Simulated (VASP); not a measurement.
A run of VASP 6.6.1 is set up as follows.

The input INCAR:

```
SYSTEM = Si5Ge3
ALGO = Fast ; EDIFF = 1E-6
EDIFFG = -0.005 ; ENCUT = 400
GGA = PE ; IBRION = 2
ISIF = 3 ; ISMEAR = 0
LASPH = .True. ; LCHARG = .False.
LREAL = .False. ; LWAVE = .False.
NELM = 100 ; NSW = 40
PREC = Accurate ; SIGMA = 0.01
```

KPOINTS

```
k-points
0
Gamma
  6 6 6
  0 0 0
```

POSCAR

```
Si5Ge3
1.0
    0.0000000000      5.5362000000      5.5362000000
    5.5362000000      0.0000000000      5.5362000000
    5.5362000000      5.5362000000      0.0000000000
Si Ge
10 6
Direct
    0.0000000000      0.0000000000      0.0000000000
    0.0000000000      0.5000000000      0.5000000000
    0.1250000000      0.1250000000      0.1250000000
    0.1250000000      0.6250000000      0.1250000000
    0.1250000000      0.6250000000      0.6250000000
    0.5000000000      0.0000000000      0.0000000000
    0.5000000000      0.0000000000      0.5000000000
    0.5000000000      0.5000000000      0.5000000000
    0.6250000000      0.1250000000      0.1250000000
    0.6250000000      0.1250000000      0.6250000000
    0.0000000000      0.0000000000      0.5000000000
    0.0000000000      0.5000000000      0.0000000000
    0.1250000000      0.1250000000      0.6250000000
    0.5000000000      0.5000000000      0.0000000000
    0.6250000000      0.6250000000      0.1250000000
    0.6250000000      0.6250000000      0.6250000000
```

Potentials or basis: VASP PAW PBE potentials, release 64 (Si, Ge_d).

The run is started by

```bash
$ cat potpaw_PBE.64/Si/POTCAR potpaw_PBE.64/Ge_d/POTCAR > POTCAR
$ mpirun -np 1 vasp_std > vasp.out
```

What does it give for the relaxed cell?

a = 7.864 Å, b = 7.866 Å, c = 7.864 Å, α = 60.02°, β = 60.01°, γ = 60.02°.

Predict the band gap on the k mesh.

0.40 eV, direct.

Predict the relaxed volume.

21.51 Å³/atom.

Final structure:
```
Si Ge
1.0
    -0.00116    5.56072    5.56090
     5.56190   -0.00216    5.56190
     5.56090    5.56072   -0.00116
Si Ge
10 6
Direct
  0.99861 0.99851 0.00457
  0.00319 0.50292 0.49693
  0.12806 0.12184 0.12207
  0.12203 0.62809 0.12809
  0.12807 0.62208 0.62181
  0.49827 0.00453 0.99858
  0.50293 0.00316 0.49695
  0.49691 0.49691 0.50297
  0.62642 0.12047 0.12673
  0.62043 0.12649 0.62639
  0.99850 0.99845 0.49823
  0.00481 0.49821 0.99846
  0.12677 0.12655 0.62650
  0.49678 0.49673 0.00331
  0.62169 0.62827 0.12822
  0.62654 0.62679 0.62019
```

A k mesh can miss the band edges.
